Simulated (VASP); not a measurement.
AlB2Sb3:

```
Al B Sb
1.0
     0.00000    3.98532    4.33194
     3.83772    0.00000    4.33194
     3.83772    3.98532    0.00000
Al B Sb
1 2 3
Direct
  0.50000 0.50000 0.50000
  0.50000 0.00000 0.50000
  0.00000 0.50000 0.00000
  0.00000 0.00000 0.50000
  0.50000 0.50000 0.00000
  0.00000 0.00000 0.00000
```

The cell was built by a generator and needn't be a form met in nature.

```yaml
Program: VASP 6.6.1
Task: relaxation of cell and atoms
Functional: PBE
Potentials_or_basis: VASP PAW PBE potentials, release 64 (Al, B, Sb)
Cutoff: 520 eV
k_mesh: 4 × 4 × 4
Occupations: gaussian, width 0.15 eV
Spin: no spin polarisation
```

At the start: pressure 2.3 GPa; volume 22.08 Å³/atom.

Task: How do energy, volume and symmetry change on relaxing?

Result: Over 15 steps the energy falls by 587.3 meV/atom and the volume is 19.40 Å³/atom (-12.1 %); space group Fmmm (No. 69, to 0.05 Å).

Step by step:
| step | energy change (eV) | largest force (eV/Å) | pressure (GPa) | volume (Å³) |
| --- | --- | --- | --- | --- |
| 1 | 0.0000 | 0.0000 | 2.29 | 132.51 |
| 2 | -1.3445 | 0.0000 | -4.54 | 137.72 |
| 3 | -1.8328 | 0.0000 | -8.09 | 140.98 |
| 4 | -2.4416 | 0.0000 | -2.60 | 122.70 |
| 5 | -2.4652 | 0.0000 | -3.07 | 123.75 |
| 6 | -2.9778 | 0.0000 | 0.99 | 115.18 |
| 7 | -3.0943 | 0.0000 | 3.73 | 111.11 |
| 8 | -2.9990 | 0.0000 | 11.83 | 102.96 |
| 9 | -3.1212 | 0.0000 | 5.42 | 109.03 |
| 10 | -3.4219 | 0.0000 | 3.52 | 111.09 |
| 11 | -3.4356 | 0.0000 | 3.31 | 111.53 |
| 12 | -3.5045 | 0.0000 | 0.20 | 115.69 |
| 13 | -3.5068 | 0.0000 | -0.46 | 116.73 |
| 14 | -3.5197 | 0.0000 | -0.25 | 116.58 |
| 15 | -3.5238 | 0.0000 | 0.03 | 116.41 |

Final structure:
```xyz
6
Lattice="0.0000 5.0454 3.2475 3.5524 0.0000 3.2475 3.5524 5.0454 0.0000" Properties=species:S:1:pos:R:3 pbc="T T T"
Al    3.5524    5.0454    3.2475
B     1.7762    5.0454    1.6238
B     1.7762    0.0000    1.6238
Sb    1.7762    2.5227    0.0000
Sb    1.7762    2.5227    3.2475
Sb    0.0000    0.0000    0.0000
```
